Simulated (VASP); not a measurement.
The system is BAs.

```
CELL_PARAMETERS angstrom
0.00000 2.40817 2.40817
2.40817 0.00000 2.40817
2.40817 2.40817 0.00000
ATOMIC_POSITIONS crystal
B 0.75000 0.75000 0.75000
As 0.00000 0.00000 0.00000
```

The cell is a database's computed one.

Program: VASP 6.6.1. Alike in all runs: task band structure; no spin polarisation; cell as given; cutoff (eV) 450; smearing gaussian 0.02 eV.

Q: Order these runs on this cell by their band gap on the k mesh, lowest first.
A. level LDA; potentials or basis VASP PAW LDA potentials, release 64 (B, As); k mesh 12 × 12 × 12; further INCAR settings ALGO = Fast; EDIFF = 1e-06
B. level PBE0; potentials or basis VASP PAW PBE potentials, release 64 (B, As); k mesh 8 × 8 × 8; grid for exact exchange (PRECFOCK) Fast; further INCAR settings ALGO = Normal; EDIFF = 1e-06; exchange at q = 0 truncated
C. level r2SCAN; potentials or basis VASP PAW PBE potentials, release 64 (B, As); k mesh 12 × 12 × 12; further INCAR settings ALGO = Normal; EDIFF = 1e-06
D. level HSE06; potentials or basis VASP PAW PBE potentials, release 64 (B, As); k mesh 8 × 8 × 8; grid for exact exchange (PRECFOCK) Fast; screening parameter 0.2 1/A; further INCAR settings ALGO = Normal; EDIFF = 1e-06

A: A (1.15 eV), C (1.41 eV), D (1.89 eV), B (2.54 eV).

